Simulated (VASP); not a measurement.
Input for VASP

**POSCAR**
```
ZrS2
1
    1.8201926153    -3.1526661111     0.0000000000
    1.8201926153     3.1526661111    -0.0000000000
   -0.0000000000     0.0000000000     5.7987959361
Zr S
1 2
Direct
  0.0000000000   0.0000000000   0.0000000000
  0.3333330000   0.6666670000   0.2492741296
  0.6666670000   0.3333330000   0.7507258704
```

**INCAR**
```
LWAVE  =  .FALSE.
LREAL  =  .FALSE.
LMIXTAU  =  .TRUE.
NSW  =  60   ! most ionic steps
EDIFF  =  1E-6
ALGO  =  Normal   ! blocked Davidson
METAGGA  =  R2SCAN
LCHARG  =  .FALSE.
SIGMA  =  0.05   ! width (eV)
IBRION  =  2   ! conjugate gradients
ISMEAR  =  0
EDIFFG  =  -0.02   ! ionic stop
LMAXMIX  =  4
ENCUT  =  400
NELM  =  100   ! most electronic steps
LASPH  =  .TRUE.   ! aspherical one-centre terms
PREC  =  Accurate
SYSTEM  =  ZrS2
ISIF  =  3
```

### KPOINTS
```
kpoints
0
gamma
6 6 4
0 0 0
```

POTCAR, in this order: Zr_sv S (PBE.64 set). Program: vasp_std.

Problem. Translate this r2SCAN calculation to Ansatz.

Solution. One equivalent input (not run):
Ansatz 0.2 input:
```yaml
crystal:
  lattice:
    - [1.8201926, -3.1526661, 0.0000000]
    - [1.8201926, 3.1526661, 0.0000000]
    - [0.0000000, 0.0000000, 5.7987959]
  atoms:
    - { symbol: Zr, position: [0.0000000, 0.0000000, 0.0000000] }
    - { symbol: S, position: [0.3333330, 0.6666670, 0.2492741] }
    - { symbol: S, position: [0.6666670, 0.3333330, 0.7507259] }
kpoints:
  mp_grid: { grid: [6, 6, 4] }
hamiltonian:
  xc: r2scan
  pseudopotentials: { kind: paw }
scf:
  occupations: { method: gaussian, width: 0.05 }
  max_iter: 100
relax:
  max_steps: 60
  f_tol: 0.02
  cell: {}
output: { forces: true, stress: true, eigenvalues: true }
```
What does not carry over: each code has its own PAW files, so the cut-off isn't converted (ENCUT is set for VASP's; basis.ecutwfc is left out, and Ansatz then takes the one that its files recommend); Ansatz stops its SCF on the density residual and VASP on the energy change (EDIFF).

The compound is ZrS2 in the 1T layered structure. This run relaxes it. Symmetry was kept, so distortions that lower it aren't found. The start is the result of an earlier pass.
